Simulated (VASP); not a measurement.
Computed with PW91 GGA, VASP's PBE PAW potentials (set 64) (plane waves; VASP).

The input files of a VASP run:

File POSCAR:
```
NaF
1
    0.0000000000     2.3451099668     2.3451099668
    2.3451099668     0.0000000000     2.3451099668
    2.3451099668     2.3451099668     0.0000000000
Na F
1 1
Direct
  0.0000000000   0.0000000000   0.0000000000
  0.5000000000   0.5000000000   0.5000000000
```

**KPOINTS**
```
Automatic mesh
0
gamma
 11 11 11
```

INCAR:
```
SYSTEM  =  NaF
PREC  =  Accurate; ENCUT  =  520; LREAL  =  F
LASPH  =  T
EDIFF  =  1E-7; NELM  =  100; ALGO  =  Normal
ISMEAR  =  -5
GGA  =  91
ISIF  =  2
LWAVE  =  F; LCHARG  =  T; LORBIT  =  11
NEDOS  =  601
```

POTCAR, in this order: Na_pv F (PBE.64 set). Program: vasp_std.

Output

**OSZICAR**
```
       N       E                     dE             d eps       ncg     rms          rms(c)
DAV:   1     0.118161702621E+03    0.11816E+03   -0.82266E+03  1241   0.154E+03
DAV:   2    -0.273917448204E+01   -0.12090E+03   -0.11375E+03  1308   0.377E+02
DAV:   3    -0.951196572315E+01   -0.67728E+01   -0.67506E+01  1409   0.919E+01
DAV:   4    -0.958154527372E+01   -0.69580E-01   -0.69568E-01  1358   0.991E+00
DAV:   5    -0.958232884492E+01   -0.78357E-03   -0.78356E-03  1409   0.108E+00    0.552E+00
DAV:   6    -0.866096710573E+01    0.92136E+00   -0.40232E+00  1451   0.188E+01    0.187E+00
DAV:   7    -0.864881308123E+01    0.12154E-01   -0.31528E-02  1247   0.262E+00    0.104E+00
DAV:   8    -0.865014593575E+01   -0.13329E-02   -0.29135E-02  1238   0.450E+00    0.127E-01
DAV:   9    -0.865108048481E+01   -0.93455E-03   -0.48096E-03  1400   0.751E-01    0.102E-01
DAV:  10    -0.865094097729E+01    0.13951E-03   -0.78087E-04  1298   0.395E-01    0.120E-02
DAV:  11    -0.865094016882E+01    0.80848E-06   -0.19418E-05  1388   0.804E-02    0.343E-03
DAV:  12    -0.865094037527E+01   -0.20645E-06   -0.14302E-06  1283   0.184E-02    0.154E-03
DAV:  13    -0.865094021483E+01    0.16044E-06   -0.15304E-07  1316   0.430E-03    0.445E-04
DAV:  14    -0.865094020003E+01    0.14799E-07   -0.18357E-08   727   0.224E-03
   1 F= -.86509402E+01 E0= -.86509402E+01  d E =0.000000E+00
```

File OUTCAR:
```
------------------------ aborting loop because EDIFF is reached ----------------------------------------
  FORCE on cell =-STRESS in cart. coord.  units (eV):
  Direction    XX          YY          ZZ          XY          YZ          ZX
  --------------------------------------------------------------------------------------
  Total        0.0103023      0.0103023      0.0103023      0.0000000     -0.0000000      0.0000000
  in kB        0.6399201      0.6399201      0.6399201      0.0000000     -0.0000000      0.0000000
  external PRESSURE =       0.6399201 kB  Pullay stress =       0.0000000 kB
  volume of cell :       25.79
      direct lattice vectors                 reciprocal lattice vectors
     0.000000000  2.345109967  2.345109967    -0.213209618  0.213209618  0.213209618
     2.345109967  0.000000000  2.345109967     0.213209618 -0.213209618  0.213209618
     2.345109967  2.345109967  0.000000000     0.213209618  0.213209618 -0.213209618
  FREE ENERGIE OF THE ION-ELECTRON SYSTEM (eV)
  ---------------------------------------------------
  free  energy   TOTEN  =        -8.6509402000 eV

  energy  without entropy=       -8.6509402000  energy(sigma->0) =       -8.65094020

 total charge

# of ion       s       p       d       tot
------------------------------------------
    1        0.046   5.991   0.000   6.037
    2        1.725   4.376   0.000   6.101
--------------------------------------------------
tot          1.772  10.367   0.000  12.139
```
(Selected blocks of OUTCAR.)

The compound is NaF in the rock salt structure. It was relaxed first.
